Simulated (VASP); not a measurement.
Calculation: HSE06 screened hybrid, VASP's PBE PAW potentials (set 64) (plane waves; VASP 6.6.1).

Input for VASP

File POSCAR:
```
BC31Si31
1
    8.7583314356     0.0000000000     0.0000000000
    0.0000000000     8.7583314356     0.0000000000
    0.0000000000     0.0000000000     8.7583314356
Si C B
31 31 1
Direct
  0.5009438984   0.0022608175   0.0018310399
  0.7508790321   0.2508747849   0.0000098669
  0.7509112946   0.0004514321   0.2505015466
  0.0011199776   0.0005165866   0.0000575928
  0.2524659005   0.2506329757   0.0017814131
  0.5010938671   0.5005627035   0.9999567797
  0.7508183005   0.7516119261   0.9984170515
  0.2526710706   0.0024187946   0.2500165746
  0.7514437094   0.5012236221   0.2410921281
  0.5012719427   0.0006135458   0.4999681562
  0.7515896693   0.2415046416   0.5008573460
  0.7508810497   0.9988500560   0.7511254597
  0.0018997506   0.5005293191   0.9983994601
  0.2508436598   0.7508813494   0.0001475386
  0.0007422477   0.2501444127   0.2497211019
  0.2507810567   0.5005751477   0.2504473793
  0.5004111974   0.7504807231   0.2496740413
  0.0020672419   0.9988797580   0.5000408015
  0.2508729657   0.2510342316   0.5000241760
  0.4918874890   0.5013246234   0.5008872658
  0.7499584982   0.7493015591   0.4992039255
  0.2509196545   0.0006215292   0.7503157496
  0.5004064981   0.2501363717   0.7500351685
  0.7499378429   0.4996954986   0.7489098537
  0.0007942334   0.7505184949   0.2495640658
  0.9995001641   0.4996865975   0.4991818768
  0.2491406432   0.7517580801   0.5000187377
  0.0008348548   0.2499663473   0.7499649284
  0.2491022669   0.5007021825   0.7511107220
  0.5002550914   0.7506255944   0.7500272043
  0.0004461729   0.7501727210   0.7496484858
  0.6390444082   0.1146958698   0.1142881267
  0.8788167386   0.3757021731   0.1207779404
  0.8788600138   0.1212759548   0.3753197665
  0.1263147579   0.1253778200   0.1247932802
  0.3648428973   0.3886975181   0.1142239104
  0.6258986756   0.6285049608   0.1207520913
  0.8769509783   0.8744267016   0.1241383300
  0.3652888640   0.1150484023   0.3879466128
  0.8754406943   0.6251936005   0.3740906789
  0.6259707713   0.1212166969   0.6281093777
  0.8754885091   0.3746284159   0.6248013949
  0.8769999157   0.1245923651   0.8739501182
  0.1247561585   0.6266048782   0.1241666977
  0.3756386018   0.8761273509   0.1248476431
  0.1252688271   0.3756835297   0.3751392180
  0.3715462589   0.6285660150   0.3753015753
  0.6259716950   0.8749845535   0.3751232121
  0.1248978824   0.1246803430   0.6260738300
  0.3715025916   0.3757922019   0.6281800569
  0.6249074796   0.6252863622   0.6247969623
  0.8755536425   0.8743256741   0.6246363490
  0.3756337242   0.1253246829   0.8757338298
  0.6258860056   0.3756183211   0.8745387793
  0.8754843993   0.6251940517   0.8738723104
  0.1252559387   0.8749303310   0.3748168469
  0.1245562032   0.6252658620   0.6245802042
  0.3749555968   0.8745852706   0.6260236052
  0.1250706529   0.3755176548   0.8742404500
  0.3748210747   0.6267218014   0.8739279552
  0.6258014420   0.8747920324   0.8743004198
  0.1257404202   0.8754031486   0.8748664106
  0.6293059396   0.3790760282   0.3787075784
```

INCAR:
```
SYSTEM = BC31Si31
PREC = Normal
ENCUT = 400
EDIFF = 1E-5
NELM = 50
ALGO = Normal
LREAL = Auto
LASPH = .TRUE.
ISMEAR = 0
SIGMA = 0.05
GGA = PE
LWAVE = .FALSE.
LCHARG = .FALSE.
NELMIN = 4
ISYM = 0
NELECT = 252.0
ISPIN = 2
NUPDOWN = 2
MAGMOM = 63*0.0317
LORBIT = 10
HFSCREEN = 0.2
AEXX = 0.25
LHFCALC = .TRUE.
PRECFOCK = Fast
ISIF = 0
```

### KPOINTS
```
Automatic mesh
0
Gamma
1 1 1
0 0 0
```

POTCAR, in this order: Si C B (PBE.64 set). Program: vasp_gam. Read from the step before: WAVECAR.

Output

OUTCAR:
```
 ion  position               nearest neighbor table
   1  0.501  0.002  0.002-  32 1.84  45 1.89  53 1.89  61 1.92   8 3.07   5 3.08   2 3.09   3 3.09
                            17 3.09  23 3.09   7 3.10  12 3.10  14 3.11  22 3.11  30 3.12
   2  0.751  0.251  0.000-  32 1.84  33 1.89  54 1.90  43 1.91   9 3.04   1 3.09   6 3.09  15 3.09
                            24 3.10  28 3.10  23 3.10   4 3.10  13 3.10   3 3.10  12 3.10
   3  0.751  0.000  0.251-  32 1.84  34 1.89  48 1.90  38 1.91  11 3.04   1 3.09  10 3.09  15 3.09
                            25 3.10  21 3.10  17 3.10   4 3.10  18 3.10   2 3.10   7 3.10
   4  0.001  0.001  0.000-  43 1.89  38 1.89  35 1.90  62 1.90  12 3.09   7 3.09  15 3.09  14 3.09
                            25 3.09  22 3.09  28 3.09   2 3.10   3 3.10  31 3.10   5 3.11   8 3.11
   5  0.252  0.251  0.002-  36 1.84  35 1.89  53 1.89  59 1.92   8 3.07   1 3.08   6 3.09  16 3.09
                            15 3.09  23 3.09  13 3.10  29 3.10   4 3.11  22 3.11  28 3.12
   6  0.501  0.501  1.000-  36 1.84  37 1.89  54 1.90  60 1.91   9 3.04   5 3.09   2 3.09  17 3.09
                            24 3.10  30 3.10  23 3.10  14 3.10   7 3.10  16 3.10  29 3.10
   7  0.751  0.752  0.998-  37 1.87  61 1.88  38 1.89  55 1.90   9 3.05  12 3.06  31 3.09  30 3.09
                             4 3.09   1 3.10   6 3.10   3 3.10  25 3.10  24 3.11  17 3.11  13 3.11
   8  0.253  0.002  0.250-  39 1.85  45 1.89  35 1.89  56 1.92   5 3.07   1 3.07  10 3.09  19 3.09
                            15 3.09  17 3.09  18 3.10  27 3.10  14 3.11   4 3.11  25 3.12
   9  0.751  0.501  0.241-  37 1.89  33 1.89  40 1.93  63 1.93   2 3.04   6 3.04   7 3.05  13 3.05
                            25 3.09  17 3.10  15 3.10  26 3.14  21 3.14
  10  0.501  0.001  0.500-  39 1.84  41 1.89  48 1.90  58 1.91  11 3.04   8 3.09   3 3.09  23 3.09
                            21 3.10  30 3.10  17 3.10  22 3.10  12 3.10  19 3.10  27 3.10
  11  0.752  0.242  0.501-  34 1.89  41 1.89  42 1.93  63 1.93  10 3.04   3 3.04  12 3.05  18 3.05
                            28 3.09  15 3.10  23 3.10  26 3.13  24 3.14
  12  0.751  0.999  0.751-  41 1.87  61 1.88  43 1.89  52 1.90  11 3.05   7 3.06  31 3.09  30 3.09
                             4 3.09   1 3.10  10 3.10   2 3.10  28 3.10  21 3.11  23 3.11  18 3.11
...
```

### OSZICAR
```
       N       E                     dE             d eps       ncg     rms          rms(c)
DAV:   1    -0.530346932555E+03   -0.53035E+03   -0.98167E+00   640   0.778E+00    0.147E+01
DAV:   2    -0.530433892569E+03   -0.86960E-01   -0.32358E-01   712   0.130E+00    0.107E+01
DAV:   3    -0.530421992784E+03    0.11900E-01   -0.23045E-02   744   0.347E-01    0.629E+00
DAV:   4    -0.530416971490E+03    0.50213E-02   -0.43985E-03   720   0.140E-01    0.363E+00
DAV:   5    -0.530415152339E+03    0.18192E-02   -0.10697E-03   720   0.720E-02    0.208E+00
DAV:   6    -0.530414547250E+03    0.60509E-03   -0.35279E-04   720   0.436E-02    0.118E+00
DAV:   7    -0.530414350250E+03    0.19700E-03   -0.93259E-05   712   0.245E-02    0.677E-01
DAV:   8    -0.530414286866E+03    0.63384E-04   -0.27821E-05   512   0.148E-02    0.392E-01
DAV:   9    -0.530414268362E+03    0.18504E-04   -0.13400E-05   424   0.103E-02    0.220E-01
DAV:  10    -0.530414263785E+03    0.45771E-05   -0.34964E-06   392   0.533E-03
   1 F= -.53041426E+03 E0= -.53041426E+03  d E =-.217136E-15  mag=     2.0000
```

File OUTCAR:
```
------------------------ aborting loop because EDIFF is reached ----------------------------------------
  volume of cell :      671.84
      direct lattice vectors                 reciprocal lattice vectors
     8.758331436  0.000000000  0.000000000     0.114176999  0.000000000  0.000000000
     0.000000000  8.758331436  0.000000000     0.000000000  0.114176999  0.000000000
     0.000000000  0.000000000  8.758331436     0.000000000  0.000000000  0.114176999
  FREE ENERGIE OF THE ION-ELECTRON SYSTEM (eV)
  ---------------------------------------------------
  free  energy   TOTEN  =      -530.4142637850 eV

  energy  without entropy=     -530.4142637850  energy(sigma->0) =     -530.41426378

  exchange ACFDT corr.  =         0.00000000  see jH, gK, PRB 81, 115126

 total charge

# of ion       s       p       d       tot
------------------------------------------
    1        0.712   0.987   0.000   1.698
    2        0.712   0.990   0.000   1.702
    3        0.712   0.991   0.000   1.703
    4        0.711   0.983   0.000   1.694
    5        0.712   0.987   0.000   1.698
    6        0.712   0.990   0.000   1.702
    7        0.713   0.991   0.000   1.703
    8        0.711   0.986   0.000   1.698
    9        0.726   1.015   0.000   1.741
   10        0.712   0.990   0.000   1.702
   11        0.726   1.015   0.000   1.741
   12        0.713   0.991   0.000   1.703
   13        0.713   0.991   0.000   1.703
   14        0.711   0.983   0.000   1.694
   15        0.710   0.975   0.000   1.685
   16        0.712   0.991   0.000   1.703
   17        0.710   0.975   0.000   1.685
   18        0.713   0.991   0.000   1.703
   19        0.712   0.990   0.000   1.702
   20        0.726   1.015   0.000   1.741
   21        0.711   0.981   0.000   1.692
   22        0.711   0.982   0.000   1.694
   23        0.710   0.975   0.000   1.684
   24        0.711   0.980   0.000   1.692
   25        0.717   0.986   0.000   1.703
   26        0.711   0.980   0.000   1.692
   27        0.713   0.991   0.000   1.704
   28        0.717   0.986   0.000   1.704
   29        0.713   0.991   0.000   1.704
   30        0.717   0.986   0.000   1.704
   31        0.711   0.985   0.000   1.696
   32        0.862   1.627   0.000   2.488
   33        0.835   1.727   0.000   2.563
   34        0.835   1.728   0.000   2.563
   35        0.834   1.719   0.000   2.552
   36        0.862   1.627   0.000   2.489
   37        0.835   1.727   0.000   2.563
   38        0.837   1.713   0.000   2.550
   39        0.862   1.626   0.000   2.488
   40        0.836   1.700   0.000   2.536
   41        0.835   1.728   0.000   2.563
   42        0.836   1.700   0.000   2.536
   43        0.837   1.713   0.000   2.550
   44        0.837   1.713   0.000   2.549
   45        0.834   1.719   0.000   2.553
   46        0.833   1.718   0.000   2.551
   47        0.835   1.727   0.000   2.563
   48        0.833   1.718   0.000   2.551
   49        0.837   1.713   0.000   2.550
   50        0.835   1.728   0.000   2.563
   51        0.836   1.700   0.000   2.536
   52        0.833   1.717   0.000   2.550
   53        0.834   1.719   0.000   2.552
   54        0.833   1.718   0.000   2.551
   55        0.833   1.717   0.000   2.550
   56        0.839   1.716   0.000   2.555
   57        0.833   1.717   0.000   2.550
   58        0.837   1.713   0.000   2.550
   59        0.839   1.716   0.000   2.554
   60        0.837   1.713   0.000   2.550
   61        0.839   1.716   0.000   2.555
   62        0.834   1.718   0.000   2.552
   63        0.739   1.209   0.000   1.948
--------------------------------------------------
tot         48.830  84.809   0.000 133.639

 magnetization (x)

# of ion       s       p       d       tot
------------------------------------------
    1       -0.003  -0.007   0.000  -0.010
    2       -0.003  -0.006   0.000  -0.009
    3       -0.003  -0.006   0.000  -0.009
    4       -0.001  -0.001   0.000  -0.002
    5       -0.003  -0.007   0.000  -0.010
    6       -0.003  -0.006   0.000  -0.009
    7       -0.000  -0.001   0.000  -0.001
    8       -0.003  -0.007   0.000  -0.010
    9        0.001   0.004   0.000   0.005
   10       -0.003  -0.006   0.000  -0.009
   11        0.001   0.004   0.000   0.005
   12       -0.000  -0.001   0.000  -0.001
   13       -0.000  -0.001   0.000  -0.001
   14       -0.001  -0.001   0.000  -0.002
   15       -0.000   0.000   0.000  -0.000
   16       -0.003  -0.006   0.000  -0.009
   17       -0.000   0.000   0.000  -0.000
   18       -0.000  -0.001   0.000  -0.001
   19       -0.003  -0.006   0.000  -0.009
   20        0.001   0.004   0.000   0.005
   21       -0.000  -0.000   0.000  -0.001
   22       -0.001  -0.001   0.000  -0.002
...
```
(Selected blocks of OUTCAR.)

The cell is charged, with a uniform compensating background. The supercell is sampled at Γ alone, which is coarse: total energies, pressure and levels can be off, energies of defects by several tenths of an eV.

The cell is a supercell with a defect, built from SiC (zinc blende): B_C-vac_Si, charge -1. The cell's shape comes from a PBE relaxation.
